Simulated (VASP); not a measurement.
Input of a VASP 6.6.1 run:

Contents of INCAR:

```
SYSTEM = Be4Ag
ALGO     = Fast           ! electronic algorithm
EDIFF    = 1E-6           ! SCF threshold, eV
EDIFFG   = -0.01          ! ionic threshold
ENCUT    = 600            ! plane-wave cutoff, eV
GGA      = PE             ! functional
IBRION   = 2              ! ionic algorithm
ISIF     = 3              ! what is computed and relaxed
ISMEAR   = 0              ! smearing method
LASPH    = .TRUE.         ! aspherical terms in the spheres
LCHARG   = .FALSE.        ! write CHGCAR
LREAL    = .FALSE.        ! projectors in reciprocal space
LWAVE    = .FALSE.        ! write WAVECAR
NELM     = 100            ! most SCF steps
NSW      = 100            ! ionic steps
PREC     = Accurate       ! precision mode
SIGMA    = 0.1            ! smearing width, eV
```

KPOINTS

```
k-points
0
G
  10 10 10
  0 0 0
```

POSCAR

```
Be4Ag
1.0
    3.8493999852      0.0000000000      0.0000000000
    0.0000000000      3.8493999852      0.0000000000
    0.0000000000      0.0000000000      3.8493999852
Be Ag
4 1
Direct
    0.5000000000      0.5000000000      0.5000000000
    0.0000000000      0.5000000000      0.5000000000
    0.5000000000      0.0000000000      0.5000000000
    0.5000000000      0.5000000000      0.0000000000
    0.0000000000      0.0000000000      0.0000000000
```

Potentials or basis: VASP PAW PBE potentials, release 64 (Be, Ag).

The run is started by

```console
$ cat potpaw_PBE.64/Be/POTCAR potpaw_PBE.64/Ag/POTCAR > POTCAR
$ mpirun -np 1 vasp_std > vasp.out
```

Estimate the band gap on the k mesh.

none (metal or under the smearing width).

Final structure:
```xyz
5
Lattice="3.8494 0.0000 0.0000 0.0000 3.8494 0.0000 0.0000 0.0000 3.8494" Properties=species:S:1:pos:R:3 pbc="T T T"
Be    1.9247    1.9247    1.9247
Be    0.0000    1.9247    1.9247
Be    1.9247    0.0000    1.9247
Be    1.9247    1.9247    0.0000
Ag    0.0000    0.0000    0.0000
```

Caveat: the relaxation stopped at its first step, so nothing moved.
